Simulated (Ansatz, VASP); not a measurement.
## LiFeN in VASP and in Ansatz

```
Li Fe N
1.0
     3.10060    0.00000    0.00000
    -1.55030    2.68520    0.00000
     0.00000    0.00000    4.14534
Li Fe N
1 1 1
Cartesian
  0.0000 1.7901 0.0000
  1.5503 0.8951 2.0727
  0.0000 1.7901 2.0727
```

Alike in both runs: task single point; functional PBE; k mesh 6 × 6 × 4; occupations gaussian, width 0.1 eV; collinear spin.

```csv
,VASP,Ansatz
version,VASP 6.6.1,Ansatz 0.2.0
potentials or method,"VASP PAW PBE potentials, release 64 (Li_sv, Fe, N)","scalar-relativistic, plane waves, PAW"
plane-wave cutoff (eV),520,480
valence electrons in the cell,16,24
```

Ansatz gave:

| Property | Result |
| --- | --- |
| gap on the k mesh at the Fermi level (eV) | none |
| net moment per atom (μB) | 0.00 |
| size of the moment on the site where the two differ most (μB) | 0.00 |

Task: What did VASP give for the same quantities?

Result: gap on the k mesh at the Fermi level (eV): none; net moment per atom (μB): 0.01; size of the moment on the site where the two differ most (μB): 0.04.

Site moments also hang on the region over which each program counts them. A gap of «none» marks a metal or a gap that the smearing closes. The two sets of potentials don't hold the same shells in valence. Ansatz warned: «seeded_moment_not_kept».

Caveats: the k mesh is coarse (spacing up to 0.39 Å⁻¹), so the values aren't converged.
